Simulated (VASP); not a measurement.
Computed with PBEsol GGA, VASP's PBE PAW potentials (set 64) (plane waves; VASP).

The input files of a VASP run:

### KPOINTS
```
Automatic
0
gamma
 12 8 1
0 0 0
```

**INCAR**
```
GGA = PS   ! PBEsol
LREAL = F   ! projection in real space or not
EDIFF = 1E-5
LCHARG = F
NSW = 50
ALGO = Normal
IDIPOL = 3
NELMIN = 4
SIGMA = 0.1   ! width (eV)
ISMEAR = 1   ! Methfessel-Paxton
ISIF = 2   ! forces and stress, cell fixed
DIPOL = 0.5 0.5 0.5
NELM = 100
LWAVE = T
ENCUT = 400   ! plane-wave cut-off (eV)
IBRION = 2
LASPH = T
LDIPOL = T
EDIFFG = -0.03
SYSTEM = Be(100) slab
PREC = Normal
```

File POSCAR:
```
Be(100) slab
1
    2.2604688609     0.0000000000     0.0000000000
    0.0000000000     3.5513387987     0.0000000000
    0.0000000000     0.0000000000    24.5946820061
Be
10
Direct
  0.5000000000   0.5000000000   0.3540750000
  0.0000000000   0.0000000000   0.3275430000
  0.0000000000   0.5000000000   0.4336710000
  0.5000000000   0.0000000000   0.4071390000
  0.5000000000   0.5000000000   0.5132660000
  0.0000000000   0.0000000000   0.4867340000
  0.0000000000   0.5000000000   0.5928610000
  0.5000000000   0.0000000000   0.5663290000
  0.5000000000   0.5000000000   0.6724570000
  0.0000000000   0.0000000000   0.6459250000
```

POTCAR, in this order: Be (PBE.64 set). Program: vasp_std.

Question: What will the output report for the number of irreducible k-points (NKPTS), largest plane-wave count, number of space-group operations, FFT grid (NGX, NGY, NGZ)?

Answer: 
```
Item                                           Result
--------------------------------------  -------------
number of irreducible k-points (NKPTS)             35
largest plane-wave count                         3626
number of space-group operations                    8
FFT grid (NGX, NGY, NGZ)                12 × 18 × 120
```

The cell is a thin slab with vacuum, built from Be (hcp): (100) face.
